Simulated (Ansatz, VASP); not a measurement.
# CaMn2Bi2: VASP beside Ansatz, part 2 of 2

One calculation is typed for both programs; each brings its own data sets. How far apart do they land? The cell is taken from a series of VASP runs on this material, whose earlier steps may have relaxed, scaled or displaced it; both programs get it as it stands. Valence electrons are named where the data sets of a main pair hold unlike numbers.

VASP 6.6.1 and Ansatz 0.2.0.

So far: Set-up; Ansatz: relaxation of cell and atoms, PBEsol.

### Step 3. VASP: relaxation of cell and atoms, PBEsol

Level of this step: PBEsol, spin-polarised from a ferromagnetic start; plane waves and PAW (Bi_d, Mn_pv, Ca_sv) (VASP).

The same cell, functional, mesh and smearing now go to VASP, with its own data sets.

Lines of VASP's logs that name or quote its potential files are left out, and so is its time.

The input, INCAR:

```
SYSTEM = CaMn2Bi2
PREC = Accurate
ENCUT = 450
EDIFF = 1E-06
NELM = 100
ISMEAR = 1
SIGMA = 0.15
LREAL = .FALSE.
ALGO = Normal
GGA = PS
NBANDS = 48
ISPIN = 2
MAGMOM = 0 0 4 4 0
LASPH = .TRUE.
LMAXMIX = 4
LORBIT = 11
LWAVE = .FALSE.
LCHARG = .FALSE.
KPAR = 8
IBRION = 2
NSW = 50
ISIF = 3
EDIFFG = -0.006
```

The input, POSCAR:

```
CaMn2Bi2
1.0
    4.4310946030      0.0000000000      0.0000000000
   -2.2155473015      3.8374404928      0.0000000000
    0.0000000000      0.0000000000      7.7651009441
Bi Mn Ca
2 2 1
Direct
    0.3333333333      0.6666666667      0.7479916215
    0.6666666667      0.3333333333      0.2520083785
    0.3333333333      0.6666666667      0.3896592482
    0.6666666667      0.3333333333      0.6103407518
    0.0000000000      0.0000000000      0.0000000000
```

The input, KPOINTS:

```
Automatic mesh
0
Gamma
8 8 4
0 0 0
```

The projector-augmented-wave data sets are Bi_d, Mn_pv and Ca_sv (PBE family, release 64).

Started as:

```console
mpirun -np 8 vasp_std
```

Numbers of over 12 decimals in the logs are rounded to 6 here.

The program printed:

```text
[banner, memory and clock lines left out]
running    8 mpi-ranks, on    1 nodes
 distrk:  each k-point on    1 cores,    8 groups
 distr:  one band on    1 cores,    1 groups

 POSCAR found type information on POSCAR BiMnCa
 POSCAR found :  3 types and       5 ions
|                                                                             |
|           W    W    AA    RRRRR   N    N  II  N    N   GGGG   !!!           |
|           W    W   A  A   R    R  NN   N  II  NN   N  G    G  !!!           |
|           W    W  A    A  R    R  N N  N  II  N N  N  G       !!!           |
|           W WW W  AAAAAA  RRRRR   N  N N  II  N  N N  G  GGG   !            |
|           WW  WW  A    A  R   R   N   NN  II  N   NN  G    G                |
|           W    W  A    A  R    R  N    N  II  N    N   GGGG   !!!           |
|                                                                             |
|     For optimal performance we recommend to set                             |
|       NCORE = 2 up to number-of-cores-per-socket                            |
|     NCORE specifies how many cores store one orbital (NPAR=cpu/NCORE).      |
|     This setting can greatly improve the performance of VASP for DFT.       |
|     The default, NCORE=1 might be grossly inefficient on modern             |
|     multi-core architectures or massively parallel machines. Do your        |
|     Unfortunately you need to use the default for GW and RPA                |
|     calculations (for HF NCORE is supported but not extensively tested      |
|     yet).                                                                   |
|                                                                             |

|                                                                             |
|               ----> ADVICE to this user running VASP <----                  |
|                                                                             |
|     You enforced a specific xc type in the INCAR file but a different       |
|     [... a line on the potential file left out ...]
|     I HOPE YOU KNOW WHAT YOU ARE DOING!                                     |
|                                                                             |

 LDA part: xc-table for (Slater+PW92), standard interpolation
 POSCAR, INCAR and KPOINTS ok, starting setup
 FFT: planning ... GRIDC
 FFT: planning ... GRID_SOFT
 FFT: planning ... GRID
 WAVECAR not read
 entering main loop
       N       E                     dE             d eps       ncg     rms          rms(c)
DAV:   1     0.775630256933E+03    0.77563E+03   -0.32697E+04  6768   0.149E+03
DAV:   2     0.411475038914E+02   -0.73448E+03   -0.70915E+03  6728   0.475E+02
DAV:   3    -0.284037768099E+02   -0.69551E+02   -0.67631E+02  7512   0.158E+02
DAV:   4    -0.318380856834E+02   -0.34343E+01   -0.33905E+01  9776   0.342E+01
DAV:   5    -0.320357676583E+02   -0.19768E+00   -0.19749E+00  9832   0.656E+00    0.144E+01
DAV:   6    -0.353248495552E+02   -0.32891E+01   -0.46923E+01  7784   0.382E+01    0.296E+01
DAV:   7    -0.292651306562E+02    0.60597E+01   -0.17213E+01  7664   0.282E+01    0.662E+00
DAV:   8    -0.295291747028E+02   -0.26404E+00   -0.11690E+00  8008   0.457E+00    0.400E+00
DAV:   9    -0.295186775172E+02    0.10497E-01   -0.48870E-01  8912   0.471E+00    0.192E+00
DAV:  10    -0.295299628983E+02   -0.11285E-01   -0.87724E-02  8544   0.146E+00    0.116E+00
DAV:  11    -0.295423843785E+02   -0.12421E-01   -0.24066E-02  8808   0.113E+00    0.325E-01
DAV:  12    -0.295435738427E+02   -0.11895E-02   -0.27817E-03  8200   0.247E-01    0.111E-01
DAV:  13    -0.295436121131E+02   -0.38270E-04   -0.32168E-04  9200   0.155E-01    0.349E-02
DAV:  14    -0.295436216615E+02   -0.95485E-05   -0.44557E-05  9072   0.376E-02    0.199E-02
DAV:  15    -0.295436272077E+02   -0.55462E-05   -0.12747E-05  7192   0.173E-02    0.104E-02
DAV:  16    -0.295436280905E+02   -0.88284E-06   -0.40922E-06  6664   0.105E-02
   1 F= -.29543628E+02 E0= -.29543932E+02  d E =-.295436E+02  mag=     8.3542
 curvature:   0.00 expect dE= 0.000E+00 dE for cont linesearch  0.000E+00
 trial: gam= 0.00000 g(F)=  0.778E-06 g(S)=  0.549E-04 ort = 0.000E+00 (trialstep = 0.100E+01)
 search vector abs. value=  0.557E-04
 bond charge predicted
       N       E                     dE             d eps       ncg     rms          rms(c)
DAV:   1    -0.295455650247E+02   -0.19378E-02   -0.32807E-02  7432   0.175E+00    0.365E-01
DAV:   2    -0.295452254404E+02    0.33958E-03   -0.14793E-02  7560   0.105E+00    0.436E-01
DAV:   3    -0.295437014481E+02    0.15240E-02   -0.37592E-03  7640   0.478E-01    0.650E-02
DAV:   4    -0.295436661141E+02    0.35334E-04   -0.49144E-04  9648   0.152E-01    0.441E-02
DAV:   5    -0.295436510922E+02    0.15022E-04   -0.11573E-04 10304   0.776E-02    0.135E-02
DAV:   6    -0.295436517202E+02   -0.62798E-06   -0.95668E-06  9312   0.155E-02
   2 F= -.29543652E+02 E0= -.29543880E+02  d E =-.236297E-04  mag=     8.3450
 trial-energy change:   -0.000024  1 .order   -0.000040   -0.000056   -0.000025
 step:   1.8254(harm=  1.8254)  dis= 0.00023  next Energy=   -29.543679 (dE=-0.509E-04)
 reached required accuracy - stopping structural energy minimisation
```

From OUTCAR (step 3):

```text
ion  position               nearest neighbor table
   1  0.333  0.667  0.748-   4 2.77   4 2.77   4 2.77   3 2.78   5 3.22   5 3.22   5 3.22
   2  0.667  0.333  0.252-   3 2.77   3 2.77   3 2.77   4 2.78   5 3.22   5 3.22   5 3.22
   3  0.333  0.667  0.390-   2 2.77   2 2.77   2 2.77   1 2.78   4 3.08   4 3.08   4 3.08
   4  0.667  0.333  0.610-   1 2.77   1 2.77   1 2.77   2 2.78   3 3.08   3 3.08   3 3.08
   5  0.000  0.000  0.000-   1 3.22   2 3.22   2 3.22   1 3.22   2 3.22   1 3.22

  LATTYP: Found a hexagonal cell.
 ALAT       =     4.4310946030
 C/A-ratio  =     1.7524114558

 Subroutine GETGRP returns: Found 12 space group operations
 (whereof 12 operations were pure point group operations)

The static configuration has the point symmetry D_3d.

 Found     35 irreducible k-points:

   k-points           NKPTS =     35   k-points in BZ     NKDIM =     35   number of bands    NBANDS=     48

   dimension x,y,z NGX =    32 NGY =   32 NGZ =   54
   dimension x,y,z NGXF=    64 NGYF=   64 NGZF=  108

   ENCUT  =  450.0 eV  33.07 Ry    5.75 a.u.   7.66  7.66 13.43*2*pi/ulx,y,z

   NELECT =      66.0000    total number of electrons

 k-points in reciprocal lattice and weights: Automatic mesh
   0.00000000  0.00000000  0.00000000       0.004
   0.12500000  0.00000000  0.00000000       0.023
   0.25000000  0.00000000  0.00000000       0.023
   0.37500000  0.00000000  0.00000000       0.023
   0.50000000  0.00000000  0.00000000       0.012
   0.12500000  0.12500000  0.00000000       0.023
   0.25000000  0.12500000  0.00000000       0.047
   0.37500000  0.12500000  0.00000000       0.047
   0.25000000  0.25000000  0.00000000       0.023
[...]
0.25000000  0.25000000  0.50000000       0.023
   0.37500000  0.25000000  0.50000000       0.023

 average (electrostatic) potential at core
       1-104.4198       2-104.4198       3 -68.9186       4 -68.9186       5 -44.3880

 E-fermi :   5.7526

 spin component 1
 k-point     1 :       0.0000    0.0000    0.0000
  band No.  band energies     occupation
    ...
     29       3.0157      1.00000
     30       3.0157      1.00000
     31       3.3297      1.00000
     32       3.4744      1.00000
     33       3.4744      1.00000
     34       5.7611      0.45187
     35       5.7611      0.45186
     36       6.6024     -0.00000
     37       6.6040     -0.00000
     38       7.3551     -0.00000
    ...

 k-point     2 :       0.1250    0.0000    0.0000
  band No.  band energies     occupation
    ...
     32       3.4440      1.00000
     33       3.4500      1.00000
     34       4.9147      1.00000
     35       5.6129      1.01646
     36       5.7251      0.65234
     37       6.6593     -0.00000
     38       6.8718     -0.00000
     39       7.1953     -0.00000
     40       8.0215     -0.00000
     41       8.4443     -0.00000
    ...

 k-point     3 :       0.2500    0.0000    0.0000
  band No.  band energies     occupation
    ...
     32       3.3477      1.00000
     33       3.3791      1.00000
     34       4.0053      1.00000
     35       4.6367      1.00000
     36       5.1944      1.00000
     37       5.8504      0.05807
     38       6.2941     -0.00000
     39       7.5856     -0.00000
     40       7.8492     -0.00000
     41       8.8178      0.00000
    ...

 k-point     4 :       0.3750    0.0000    0.0000
  band No.  band energies     occupation
    ...
     33       3.3428      1.00000
     34       3.6714      1.00000
     35       4.0898      1.00000
     36       4.6781      1.00000
     37       4.9124      1.00000
     38       5.9686     -0.03023
     39       7.5332     -0.00000
     40       8.2063     -0.00000
     41       8.8955      0.00000
     42       9.1278      0.00000
    ...

 k-point     5 :       0.5000    0.0000    0.0000
  band No.  band energies     occupation
    ...
     33       3.3957      1.00000
     34       3.7293      1.00000
     35       4.0368      1.00000
     36       4.2855      1.00000
     37       4.4085      1.00000
     38       5.8702      0.01421
     39       7.4297     -0.00000
     40       8.5222     -0.00000
     41       8.6043     -0.00000
     42       9.3704      0.00000
    ...

 k-point     6 :       0.1250    0.1250    0.0000
  band No.  band energies     occupation
    ...
     32       3.3882      1.00000
     33       3.3959      1.00000
     34       4.2328      1.00000
     35       4.8585      1.00000
     36       5.2303      1.00000
     37       5.9364     -0.03546
     38       6.5495     -0.00000
     39       7.4186     -0.00000
     40       8.3801     -0.00000
     41       8.5907     -0.00000
    ...

  Total       -0.0216950     -0.0216950     -0.0136111      0.0000000      0.0000000      0.0000000
  in kB       -0.2635835     -0.2635835     -0.1653682      0.0000000      0.0000000      0.0000000
  external PRESSURE =      -0.2308451 kB  Pullay stress =       0.0000000 kB

  energy-cutoff  :      450.00
  volume of cell :      131.87
      direct lattice vectors                 reciprocal lattice vectors
     4.429171250  0.000000000  0.000000000     0.225775872  0.130351760  0.000000000
    -2.214585625  3.835774820  0.000000000     0.000000000  0.260703521  0.000000000
     0.000000000  0.000000000  7.762060990     0.000000000  0.000000000  0.128831763

 POSITION                                       TOTAL-FORCE (eV/Angst)
 -----------------------------------------------------------------------------------
     -0.00000      2.55718      5.80608         0.000000     -0.000000      0.003151
      2.21459      1.27859      1.95598        -0.000000      0.000000     -0.003151
     -0.00000      2.55718      3.02461        -0.000000     -0.000000      0.002264
      2.21459      1.27859      4.73745         0.000000      0.000000     -0.002264
      0.00000      0.00000      0.00000        -0.000000      0.000000      0.000000
 -----------------------------------------------------------------------------------
    total drift:                               -0.000000      0.000000      0.000000

  FREE ENERGIE OF THE ION-ELECTRON SYSTEM (eV)
  ---------------------------------------------------
  free  energy   TOTEN  =       -29.5436517202 eV

  energy  without entropy=      -29.5443368804  energy(sigma->0) =      -29.54388011

 reached required accuracy - stopping structural energy minimisation

 total charge
# of ion       s       p       d       tot
------------------------------------------
    1        1.428   1.714   9.902  13.044
    2        1.428   1.714   9.902  13.044
    3        0.275   6.192   4.976  11.444
    4        0.275   6.192   4.976  11.444
    5        2.041   5.838   0.255   8.134
--------------------------------------------------
tot          5.447  21.651  30.012  57.110

 magnetization (x)
# of ion       s       p       d       tot
------------------------------------------
    1        0.005  -0.081   0.017  -0.058
    2        0.005  -0.081   0.017  -0.058
    3        0.042   0.040   3.771   3.854
    4        0.042   0.040   3.771   3.854
    5        0.006  -0.001   0.027   0.032
--------------------------------------------------
tot          0.102  -0.082   7.604   7.623

[... 6 further parts left out ...]
```

CONTCAR:

```
CaMn2Bi2
   1.00000000000000
     4.4291712498127946    0.0000000000000000    0.0000000000000000
    -2.2145856249063973    3.8357748200793913    0.0000000000000000
     0.0000000000000000    0.0000000000000000    7.7620609902795801
  Bi              Mn              Ca
     2     2     1
Direct
     0.3333333332999970    0.6666666667000030    0.7480079895396252
     0.6666666667000030    0.3333333332999970    0.2519920104603748
     0.3333333332999970    0.6666666667000030    0.3896658190011174
     0.6666666667000030    0.3333333332999970    0.6103341809988826
     0.0000000000000000    0.0000000000000000    0.0000000000000000
```

The magnetic state follows from one typed start and may not be the lowest. The k-mesh is coarse for a metal. The PAW data sets were made with PBE, which is usual practice but a small mismatch for other functionals. The run keeps the 12 symmetry operations of its start, so it cannot find a distortion of lower symmetry.

### Step 4. Comparison

Known differences besides the potentials themselves: both relaxations stop at a tolerance, which leaves soft axes loose, and VASP keeps its plane-wave basis; the data sets hold 70 valence electrons in Ansatz (on its default PAW (the set named soft_2) files) and 66 in VASP; the cutoff is 420 eV in Ansatz and 450 eV in VASP; Ansatz makes its cores anew for this functional, VASP keeps those of its PBE data sets; Ansatz adds a Pulay correction to the stress that steers its cell, VASP none; site moments are counted in spheres of each program's own size. Total energies have different zeros and are not compared.

The two programs side by side:

```csv
quantity,Ansatz,VASP,difference
volume (Å³),132.04,131.87,+0.13 %
"edge a after relaxation, in the typed setting (Å)",4.431,4.429,+0.04 %
"edge c after relaxation, in the typed setting (Å)",7.765,7.762,+0.04 %
total moment (μB),8.36,8.35,+0.01
moment on Mn4 (μB),3.89,3.85,+0.03
moment on Mn3 (μB),3.89,3.85,+0.03
moment on Bi2 (μB),-0.03,-0.06,+0.03
moment on Bi1 (μB),-0.03,-0.06,+0.03
```

The walks stopped with 0.03 GPa left in Ansatz and -0.02 GPa in VASP; each walk ends within a tolerance, so the volume difference is uncertain by about these residues over the bulk modulus, most in soft cells.

### Step 5. Summary of results

```
difference in volume (relaxation of cell and atoms, PBEsol) : 0.13 %
```

**Reading.** The difference in volume is 0.13 % (relaxation of cell and atoms, PBEsol), within the 1.2 % picked in this series as the mark of a large difference, as far as the stopping tolerances let one tell. The data sets hold unlike numbers of valence electrons (70 in Ansatz and 66 in VASP), so part of the differences comes from the potentials. Such differences can come from data sets, numerical settings and the points named under the comparisons, not from the functional's error against experiment.

[Lines on the potential files, build, host, timing and source positions are cut from VASP's logs without a mark.]

[Logs are printed without paths, hosts, clocks, repeated set-up lines and the standing remarks that a program may print on its own settings, such as how far it seeks lower states.]

[Hosts, paths, dates, database ids (printed as entryN), source tags and the programs' standing remarks are cut or masked in the printed files.]
